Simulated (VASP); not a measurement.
Output of a VASP run:

### OSZICAR
```
...
DAV:   7    -0.146395181466E+03    0.73320E-05   -0.15742E-04  1572   0.562E-02    0.230E-02
DAV:   8    -0.146395171581E+03    0.98854E-05   -0.32837E-05   901   0.300E-02
  12 F= -.14639517E+03 E0= -.14639416E+03  d E =-.579235E-03
       N       E                     dE             d eps       ncg     rms          rms(c)
DAV:   1    -0.146395173005E+03    0.84611E-05   -0.55879E-04  1106   0.686E-02    0.762E-03
DAV:   2    -0.146395176520E+03   -0.35151E-05   -0.26063E-05   796   0.276E-02    0.145E-02
DAV:   3    -0.146395179265E+03   -0.27449E-05   -0.56972E-05   861   0.344E-02    0.195E-02
DAV:   4    -0.146395172789E+03    0.64762E-05   -0.23620E-05   828   0.222E-02
  13 F= -.14639517E+03 E0= -.14639416E+03  d E =-.580443E-03
       N       E                     dE             d eps       ncg     rms          rms(c)
DAV:   1    -0.146395391841E+03   -0.21258E-03   -0.97678E-02  1106   0.952E-01    0.648E-02
DAV:   2    -0.146395515284E+03   -0.12344E-03   -0.16677E-03  1476   0.155E-01    0.624E-02
DAV:   3    -0.146395554975E+03   -0.39691E-04   -0.49417E-04  1628   0.965E-02    0.746E-02
DAV:   4    -0.146395560460E+03   -0.54852E-05   -0.93372E-04  1668   0.120E-01    0.696E-02
DAV:   5    -0.146395530792E+03    0.29669E-04   -0.73479E-04  1684   0.108E-01    0.525E-02
DAV:   6    -0.146395504750E+03    0.26041E-04   -0.34091E-04  1716   0.801E-02    0.323E-02
DAV:   7    -0.146395491219E+03    0.13531E-04   -0.11684E-04  1589   0.442E-02    0.132E-02
DAV:   8    -0.146395488434E+03    0.27853E-05   -0.15364E-05   689   0.209E-02
  14 F= -.14639549E+03 E0= -.14639454E+03  d E =-.315645E-03
       N       E                     dE             d eps       ncg     rms          rms(c)
DAV:   1    -0.146395488309E+03    0.29101E-05   -0.19275E-05   703   0.158E-02    0.352E-03
DAV:   2    -0.146395490806E+03   -0.24971E-05   -0.14363E-05   632   0.188E-02    0.116E-02
DAV:   3    -0.146395489504E+03    0.13027E-05   -0.20537E-05   653   0.207E-02    0.824E-03
DAV:   4    -0.146395488463E+03    0.10407E-05   -0.38306E-06   595   0.100E-02
  15 F= -.14639549E+03 E0= -.14639454E+03  d E =-.315674E-03
       N       E                     dE             d eps       ncg     rms          rms(c)
DAV:   1    -0.146395577202E+03   -0.87699E-04   -0.12491E-02  1106   0.329E-01    0.191E-02
DAV:   2    -0.146395645678E+03   -0.68476E-04   -0.44627E-04  1524   0.813E-02    0.572E-02
DAV:   3    -0.146395595311E+03    0.50367E-04   -0.32376E-04  1348   0.741E-02    0.193E-02
DAV:   4    -0.146395592320E+03    0.29908E-05   -0.38672E-05  1020   0.293E-02
  16 F= -.14639559E+03 E0= -.14639469E+03  d E =-.103857E-03
       N       E                     dE             d eps       ncg     rms          rms(c)
DAV:   1    -0.146395617932E+03   -0.22621E-04   -0.11233E-01  1106   0.988E-01    0.614E-02
DAV:   2    -0.146396332213E+03   -0.71428E-03   -0.45146E-03  1564   0.257E-01    0.190E-01
DAV:   3    -0.146395768071E+03    0.56414E-03   -0.33139E-03  1700   0.235E-01    0.567E-02
DAV:   4    -0.146395753436E+03    0.14635E-04   -0.45133E-04  1717   0.884E-02    0.470E-02
DAV:   5    -0.146395732612E+03    0.20823E-04   -0.20471E-04  1684   0.637E-02    0.258E-02
DAV:   6    -0.146395728604E+03    0.40084E-05   -0.12160E-04  1564   0.457E-02    0.221E-02
DAV:   7    -0.146395725298E+03    0.33065E-05   -0.68408E-05  1268   0.378E-02
  17 F= -.14639573E+03 E0= -.14639493E+03  d E =-.236835E-03
```

File OUTCAR:
```
------------------------ aborting loop because EDIFF is reached ----------------------------------------
  FORCE on cell =-STRESS in cart. coord.  units (eV):
  Direction    XX          YY          ZZ          XY          YZ          ZX
  --------------------------------------------------------------------------------------
  Total      -11.0161228    -11.0161243     -0.0059009      0.0000000     -0.0000000      0.0000000
  in kB      -33.8465388    -33.8465433     -0.0181304      0.0000000     -0.0000000      0.0000000
  external PRESSURE =     -22.5704042 kB  Pullay stress =       0.0000000 kB
  volume of cell :      521.46
      direct lattice vectors                 reciprocal lattice vectors
     5.432020454  0.000000000  0.000000000     0.184093563 -0.106286461  0.000000000
     2.716010227  4.704268019  0.000000000     0.000000000  0.212572922  0.000000000
     0.000000000  0.000000000 20.406646165     0.000000000  0.000000000  0.049003643
 POSITION                                       TOTAL-FORCE (eV/Angst)
 -----------------------------------------------------------------------------------
      5.43202      1.56586      7.05590         0.000000     -0.003350     -0.005819
      2.71601      1.56809      7.08679         0.000000     -0.000000      0.003335
      6.79195      3.92134      7.05590         0.002901      0.001675     -0.005819
      4.07208      3.92134      7.05590        -0.002901      0.001675     -0.005819
      0.00000      0.00000      9.13792         0.000000     -0.000000      0.023658
      5.43202      4.70371      9.13004        -0.000000      0.003354     -0.005601
      6.78955      2.35241      9.13004         0.002904     -0.001677     -0.005601
      4.07449      2.35241      9.13004        -0.002904     -0.001677     -0.005601
      5.43202      1.55609     11.26400         0.000000     -0.004842     -0.010752
      2.71601      1.56809     11.26345         0.000000     -0.000000     -0.009588
      6.80042      3.92622     11.26400         0.004193      0.002421     -0.010752
      4.06362      3.92622     11.26400        -0.004193      0.002421     -0.010752
      0.00000      0.00000     13.67661         0.000000     -0.000000      0.029774
      2.71601      0.00640     13.33110        -0.000000      0.005941      0.007444
      1.36355      2.34893     13.33110         0.005145     -0.002971      0.007444
      4.06847      2.34893     13.33110        -0.005145     -0.002971      0.007444
      0.00000      0.00000     15.37503         0.000000     -0.000000     -0.002996
 -----------------------------------------------------------------------------------
    total drift:                                0.001177      0.000679      0.000803
  FREE ENERGIE OF THE ION-ELECTRON SYSTEM (eV)
  ---------------------------------------------------
  free  energy   TOTEN  =      -146.3957252975 eV

  energy  without entropy=     -146.3933385588  energy(sigma->0) =     -146.39492972

 reached required accuracy - stopping structural energy minimisation
```
(Selected blocks of OUTCAR.)

POSCAR:
```
Ru16C
1
    5.4320204539     0.0000000000     0.0000000000
    2.7160102269     4.7042680191     0.0000000000
    0.0000000000     0.0000000000    20.4066461649
Ru C
16 1
Direct
 -0.1666670000   0.3333330000   0.3428010000
  0.3333330000   0.3333330000   0.3428010000
 -0.1666670000   0.8333330000   0.3428010000
  0.3333330000   0.8333330000   0.3428010000
  0.0000000000   0.0000000000   0.4476000000
  0.5000000000   0.0000000000   0.4476000000
  0.0000000000   0.5000000000   0.4476000000
  0.5000000000   0.5000000000   0.4476000000
 -0.1666670000   0.3333330000   0.5524000000
  0.3333330000   0.3333330000   0.5524000000
 -0.1666670000   0.8333330000   0.5524000000
  0.3333330000   0.8333330000   0.5524000000
  0.0000000000   0.0000000000   0.6571990000
  0.5000000000   0.0000000000   0.6571990000
  0.0000000000   0.5000000000   0.6571990000
  0.5000000000   0.5000000000   0.6571990000
  0.0000000000   0.0000000000   0.7659160000
```

### Question
Write an INCAR and KPOINTS that could have produced this output.

### Answer
Several could match; the one computed here: the input of the run itself, PBE GGA, plane waves, VASP's PBE PAW potentials (set 64).

INCAR:
```
! general
SYSTEM  = Ru16C
PREC    = Normal
ENCUT   = 400
LREAL   = .FALSE.
LASPH   = .TRUE.   ! aspherical one-centre terms

! electronic loop
EDIFF   = 1E-5   ! SCF stop (eV)
NELM    = 100   ! most electronic steps
NELMIN  = 4
ALGO    = Normal   ! blocked Davidson
LMAXMIX = 4   ! l cut-off of mixed one-centre charges

! smearing
ISMEAR  = 1   ! Methfessel-Paxton
SIGMA   = 0.1   ! width (eV)

! functional
GGA     = PE   ! PBE

! ions
IBRION  = 2   ! conjugate gradients
NSW     = 50   ! most ionic steps
ISIF    = 2
EDIFFG  = -0.03   ! ionic stop

! output
LWAVE   = .TRUE.
LCHARG  = .FALSE.

! other
LDIPOL  = .TRUE.
IDIPOL  = 3
DIPOL   = 0.5 0.5 0.5
```

File KPOINTS:
```
Regular mesh
0
G
  6 6 1
0 0 0
```

POTCAR, in this order: Ru C (PBE.64 set). Program: vasp_std.

At this cut-off the stress carries a Pulay error, which pulls relaxed volumes low.

The cell is a thin slab with vacuum, built from Ru (hcp): (001) face, C adsorbed.
